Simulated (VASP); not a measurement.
```yaml
crystal:
  lattice:
    - [1.75497, -3.03970, 0.00000]
    - [1.75497, 3.03970, 0.00000]
    - [0.00000, 0.00000, 5.42416]
  atoms:
    - { symbol: Tm, position: [0.33333, 0.66667, 0.25000] }
    - { symbol: Tm, position: [0.66667, 0.33333, 0.75000] }
```

The numbers are results of AM05 GGA, VASP's PBE PAW potentials (set 64) (plane waves; VASP), not measurements. Run with 520 eV cut-off, Gaussian smearing of 0.050 eV, potentials Tm_3.

The 4f electrons are frozen in the core of the lanthanide potential, so 4f levels, which can set the real gap, and their magnetism are missing.

Give the energies of bands 7 to 12 at the high-symmetry points, in eV from the Fermi level.

| band | Γ | M | K | A | L | H |
|---|---|---|---|---|---|---|
| 7 | -5.78 | -2.21 | -0.89 | -4.04 | -2.10 | -0.63 |
| 8 | -2.35 | -1.46 | -0.89 | -4.04 | -2.10 | -0.63 |
| 9 | 1.14 | -0.93 | -0.86 | 1.20 | 0.13 | -0.47 |
| 10 | 2.05 | -0.18 | -0.55 | 1.20 | 0.13 | -0.47 |
| 11 | 2.05 | 1.68 | 1.31 | 1.94 | 1.56 | 0.52 |
| 12 | 2.60 | 1.73 | 1.31 | 1.94 | 1.56 | 0.52 |

It has no gap at this level: it comes out as a metal or semimetal.

The compound is Tm in the hcp structure. It was relaxed first.
